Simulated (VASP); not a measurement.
Output of a VASP run:

**OSZICAR**
```
       N       E                     dE             d eps       ncg     rms          rms(c)
DAV:   1     0.398195014345E+02    0.39820E+02   -0.57250E+03  2352   0.900E+02
DAV:   2    -0.151871306749E+02   -0.55007E+02   -0.49562E+02  2756   0.166E+02
DAV:   3    -0.167353404296E+02   -0.15482E+01   -0.15270E+01  2852   0.274E+01
DAV:   4    -0.167490062525E+02   -0.13666E-01   -0.13654E-01  2720   0.305E+00
DAV:   5    -0.167492236232E+02   -0.21737E-03   -0.21736E-03  2880   0.402E-01    0.819E+00
DAV:   6    -0.163080467789E+02    0.44118E+00   -0.24873E+00  2600   0.153E+01    0.215E+00
DAV:   7    -0.162269332716E+02    0.81114E-01   -0.21247E-01  2488   0.466E+00    0.163E+00
DAV:   8    -0.161972206161E+02    0.29713E-01   -0.35289E-02  2556   0.185E+00    0.254E-01
DAV:   9    -0.161971978660E+02    0.22750E-04   -0.20234E-03  2728   0.431E-01    0.162E-01
DAV:  10    -0.161973455668E+02   -0.14770E-03   -0.37568E-04  2508   0.158E-01    0.223E-02
DAV:  11    -0.161973465840E+02   -0.10172E-05   -0.39236E-05  2656   0.613E-02    0.626E-03
DAV:  12    -0.161973483392E+02   -0.17552E-05   -0.44815E-06  2516   0.170E-02    0.371E-03
DAV:  13    -0.161973485282E+02   -0.18896E-06   -0.87408E-07  1860   0.658E-03
   1 F= -.16197349E+02 E0= -.16197306E+02  d E =-.128167E-03
```

OUTCAR:
```
------------------------ aborting loop because EDIFF is reached ----------------------------------------
  FORCE on cell =-STRESS in cart. coord.  units (eV):
  Direction    XX          YY          ZZ          XY          YZ          ZX
  --------------------------------------------------------------------------------------
  Total       -0.6645721     -0.7475726     -0.2105985      0.0000000      0.0000000      0.0000000
  in kB      -19.9589924    -22.4517339     -6.3248737      0.0000000      0.0000000      0.0000000
  external PRESSURE =     -16.2452000 kB  Pullay stress =       0.0000000 kB
  volume of cell :       53.35
      direct lattice vectors                 reciprocal lattice vectors
     0.000000000  3.034751000  2.928347000    -0.166583319  0.164758163  0.170744792
     3.001501000  0.000000000  2.928347000     0.166583319 -0.164758163  0.170744792
     3.001501000  3.034751000  0.000000000     0.166583319  0.164758163 -0.170744792
 POSITION                                       TOTAL-FORCE (eV/Angst)
 -----------------------------------------------------------------------------------
      1.50075      1.51738      1.46417         0.341114      0.000000     -0.000000
      4.50225      4.55213      4.39252         0.341114     -0.000000      0.000000
      0.09047      3.03475      2.92835        -0.682228      0.000000      0.000000
 -----------------------------------------------------------------------------------
    total drift:                               -0.000719     -0.000000      0.000000
  FREE ENERGIE OF THE ION-ELECTRON SYSTEM (eV)
  ---------------------------------------------------
  free  energy   TOTEN  =       -16.1973485282 eV

  energy  without entropy=      -16.1972203610  energy(sigma->0) =      -16.19730581
```
(Selected blocks of OUTCAR.)

**POSCAR**
```
PtAl2
1
    0.0000000000     3.0347510000     2.9283470000
    3.0015010000     0.0000000000     2.9283470000
    3.0015010000     3.0347510000     0.0000000000
Al Pt
2 1
Direct
  0.2500000000   0.2500000000   0.2500000000
  0.7500000000   0.7500000000   0.7500000000
 -0.0150700000   0.0150700000   0.0150700000
```

Problem. Write an INCAR and KPOINTS that could have produced this output.

Solution. One answer among several that fit: the input of the run itself, PBE GGA, plane waves, VASP's PBE PAW potentials (set 64).

**INCAR**
```
SYSTEM = PtAl2
PREC = Normal
ENCUT = 400
EDIFF = 1E-6
NELM = 100
ALGO = Normal
LREAL = .FALSE.
LASPH = .TRUE.
ISMEAR = 1
SIGMA = 0.1
GGA = PE
LMAXMIX = 6
LWAVE = .FALSE.
LCHARG = .FALSE.
ISIF = 2
```

**KPOINTS**
```
Automatic mesh
0
Gamma
8 8 8
0 0 0
```

POTCAR, in this order: Al Pt (PBE.64 set). Program: vasp_std.

The compound is PtAl2 in the fluorite structure. The cell was not relaxed at this level, atoms are displaced from their ideal sites. The run is one of a series of settings (PREC = Normal against the base run), some of them coarse on purpose.
